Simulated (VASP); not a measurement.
An input for Quantum ESPRESSO's pw.x (written as the equivalent of a VASP run, and not itself run):

```
&CONTROL
  calculation = 'vc-relax'
  pseudo_dir = './pseudo'
  outdir = './out'
  tprnfor = .true.
  tstress = .true.
  nstep = 60
  forc_conv_thr = 0.00078
/
&SYSTEM
  ibrav = 0
  nat = 3
  ntyp = 2
  ecutwfc = 74
  occupations = 'smearing'
  smearing = 'methfessel-paxton'
  degauss = 0.00735
  input_dft = 'vdw-df2'
/
&ELECTRONS
  conv_thr = 7.3e-08
  electron_maxstep = 100
/
&IONS
/
&CELL
/
ATOMIC_SPECIES
  Si 28.085 Si.upf
  W 183.840 W.upf
CELL_PARAMETERS angstrom
    -1.6479900    1.6479900    3.9973915
     1.6479900   -1.6479900    3.9973915
     1.6479900    1.6479900   -3.9973915
ATOMIC_POSITIONS crystal
  Si   0.6644654  0.6644654  0.0000000
  Si   0.3355346  0.3355346  0.0000000
  W    0.0000000  0.0000000  0.0000000
K_POINTS automatic
  12 12 12 0 0 0
```

### Question
Write the VASP files for the same calculation (vdW-DF2).

### Answer
This is not unique; one that fits is 
**POSCAR**
```
WSi2
1.0
 -1.6479900428   1.6479900428   3.9973914723
  1.6479900428  -1.6479900428   3.9973914723
  1.6479900428   1.6479900428  -3.9973914723
Si W
2 1
Direct
  0.6644653558   0.6644653558   0.0000000000
  0.3355346442   0.3355346442   0.0000000000
  0.0000000000   0.0000000000   0.0000000000
```

INCAR:
```
LASPH = .True.   ! aspherical one-centre terms
ISIF = 3   ! ions, shape and volume
LMAXMIX = 6   ! l cut-off of mixed one-centre charges
AGGAC = 0.0
LCHARG = .False.
ZAB_VDW = -1.8867
GGA = ML
LREAL = .False.
NELM = 100   ! most electronic steps
ENCUT = 520
SYSTEM = WSi2
ISMEAR = 1
IBRION = 2
NSW = 60
EDIFFG = -0.02   ! ionic stop
EDIFF = 1E-6   ! SCF stop (eV)
PREC = Accurate
SIGMA = 0.1   ! width (eV)
ALGO = Normal
LUSE_VDW = .True.
LWAVE = .False.
```

File KPOINTS:
```
Regular mesh
0
G
12 12 12
0 0 0
```

POTCAR, in this order: Si W_sv (PBE.64 set). Program: vasp_std.

The two are equivalent in intent, not identical: the potentials are each code's own (VASP's PAW set, PseudoDojo norm-conserving files in pw.x), so ENCUT and ecutwfc are chosen apart and not converted; conv_thr bounds pw.x's estimated SCF error, while EDIFF bounds the energy change between steps; forc_conv_thr acts on force components and is met together with etot_conv_thr.

The compound is WSi2 in the MoSi2 type structure. It was relaxed first, which changed the volume by +8 %. The start is the result of an earlier pass.
